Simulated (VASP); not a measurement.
Method: rev-vdW-DF2, VASP's PBE PAW potentials (set 64) (plane waves; VASP).

VASP ran on this input.

INCAR:
```
! general
SYSTEM   = Ho
PREC     = Accurate
ENCUT    = 520
LREAL    = .False.
LASPH    = .True.

! electronic loop
EDIFF    = 1E-7
NELM     = 100
ALGO     = Normal
LMAXMIX  = 6

! smearing
ISMEAR   = 1
SIGMA    = 0.1

! functional
GGA      = MK
LUSE_VDW = .True.
AGGAC    = 0.0
PARAM1   = 0.1234568
PARAM2   = 0.7114
ZAB_VDW  = -1.8867

! ions
IBRION   = 2
NSW      = 30
ISIF     = 4
EDIFFG   = -0.01

! output
LWAVE    = .False.
LCHARG   = .False.
```

POSCAR:
```
Ho
1
    1.7642624187    -3.0557922002     0.0000000000
    1.7642624187     3.0557922002     0.0000000000
    0.0000000000     0.0000000000     5.4213477166
Ho
2
Direct
  0.3333330000   0.6666670000   0.2500000000
  0.6666670000   0.3333330000   0.7500000000
```

### KPOINTS
```
Automatic mesh
0
Gamma
12 12 7
0 0 0
```

POTCAR, in this order: Ho_3 (PBE.64 set). Program: vasp_std.

**Question.** What will the output report for the number of irreducible k-points (NKPTS), largest plane-wave count, number of space-group operations, FFT grid (NGX, NGY, NGZ)?

**Answer.** 
The number of irreducible k-points (NKPTS) is 76 and the largest plane-wave count is 1616. The number of space-group operations comes out as 24. The FFT grid (NGX, NGY, NGZ) is 28 × 28 × 40.

The compound is Ho in the hcp structure. This cell is one point of a volume scan, at 0.97 of the reference volume. Symmetry was kept, so distortions that lower it aren't found. The 4f electrons are frozen in the core of the lanthanide potential, so 4f levels, which can set the real gap, and their magnetism are missing.
